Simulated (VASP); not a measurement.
All values below come from r2SCAN meta-GGA, VASP's PBE PAW potentials (set 64) (plane waves; VASP).

A VASP calculation is set up with these files.

**INCAR**
```
SYSTEM = MgS
PREC = Accurate
ENCUT = 400
EDIFF = 1E-7
NELM = 100
ALGO = Normal
LREAL = .FALSE.
LASPH = .TRUE.
ISMEAR = -5
METAGGA = R2SCAN
LMIXTAU = .TRUE.
LWAVE = .FALSE.
LCHARG = .FALSE.
LORBIT = 11
NEDOS = 601
ISIF = 2
```

### POSCAR
```
MgS
5.1914210
  0.0000000000   0.4999999794   0.4999999794
  0.4999999794   0.0000000000   0.4999999794
  0.4999999794   0.4999999794   0.0000000000
Mg S
1 1
Cartesian
  0.4999999794   0.4999999794   0.0000000000
  0.4999999794   0.4999999794   0.4999999794
```

KPOINTS_OPT:
```
k-points along high-symmetry lines
10
Line-mode
Reciprocal
  0.000000   0.000000   0.000000 ! GAMMA
  0.500000   0.000000   0.500000 ! X

  0.500000   0.000000   0.500000 ! X
  0.625000   0.250000   0.625000 ! U

  0.375000   0.375000   0.750000 ! K
  0.000000   0.000000   0.000000 ! GAMMA

  0.000000   0.000000   0.000000 ! GAMMA
  0.500000   0.500000   0.500000 ! L

  0.500000   0.500000   0.500000 ! L
  0.500000   0.250000   0.750000 ! W

  0.500000   0.250000   0.750000 ! W
  0.500000   0.000000   0.500000 ! X
```

**KPOINTS**
```
Regular mesh
0
G
  10 10 10
```

POTCAR, in this order: Mg S (PBE.64 set). Program: vasp_std.

Problem. What will the output report for the number of irreducible k-points (NKPTS), number of bands (NBANDS), largest plane-wave count, number of space-group operations, FFT grid (NGX, NGY, NGZ)?

Solution. 
* **number of irreducible k-points (NKPTS)**: 47
* **number of bands (NBANDS)**: 8
* **largest plane-wave count**: 647
* **number of space-group operations**: 48
* **FFT grid (NGX, NGY, NGZ)**: 24 × 24 × 24

The compound is MgS in the rock salt structure. It was relaxed first.
